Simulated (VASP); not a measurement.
The system is InAs.

```xyz
2
Lattice="0.0000 3.0455 3.0455 3.0455 0.0000 3.0455 3.0455 3.0455 0.0000" Properties=species:S:1:pos:R:3 pbc="T T T"
In    0.0000    0.0000    0.0000
As    1.5227    1.5227    1.5227
```

Base run:

```yaml
Program: VASP 6.6.1
Functional: PBEsol
Potentials_or_basis: VASP PAW PBE potentials, release 64 (In_d, As)
Cutoff: 520 eV
k_mesh: 10 × 10 × 10
Occupations: gaussian, width 0.03 eV
Spin: no spin polarisation
```

Its results: pressure 0.0 GPa.

Task: The run is repeated on the same cell with these changes: functional from PBEsol to LDA; potentials or basis from VASP PAW PBE potentials, release 64 (In_d, As) to VASP PAW LDA potentials, release 64 (In_d, As). What comes out?

Result: Pressure -1.7 GPa.

Caveats: the PAW data sets were made with another functional, which shifts forces and pressure a little (some runs).
